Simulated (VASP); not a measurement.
A convergence study with VASP on GaN (wurtzite): one setting is varied, all else stays as given below, so the limit is that of these other settings. Each run relaxes cell and ions from the cell shown. The basis is that of the starting cell, so low cut-offs carry a Pulay error.

```
GaN
1.0
    1.59500    -2.76262     0.00000
    1.59500     2.76262     0.00000
    0.00000     0.00000     5.19000
Ga N
2 2
Direct
  0.66667   0.33333   0.50000
  0.33333   0.66667   0.00000
  0.66667   0.33333   0.87700
  0.33333   0.66667   0.37700
```

Level of theory: LDA (Ceperley-Alder, Perdew-Zunger), VASP's LDA PAW potentials (set 64) (plane waves; VASP). The tightest run used: 800 eV cut-off, 7×7×4 Γ-centred mesh, Gaussian smearing of 0.050 eV, potentials Ga_d N.

```csv
setting,relaxed volume (Å³/atom),E (eV/atom),plane waves
ENCUT = 250,9.773,-7.2340,422
ENCUT = 300,10.393,-7.0663,556
ENCUT = 350,10.741,-6.9997,695
ENCUT = 400,10.960,-6.9851,848
```

**Question.** These are the cheaper rows. Estimate the results at ENCUT = 800, and how far the last row shown lies from them.

**Answer.** 
| quantity | tightest run | last row shown is off by |
|---|---|---|
| relaxed volume (Å³/atom) | 11.111 | -0.151 |
| E (eV/atom) | -6.9793 | -0.0059 |

Left out are rungs that failed or repeat a setting and relaxations that didn't move; long series are thinned to 24 rows.

The compound is GaN in the wurtzite structure.
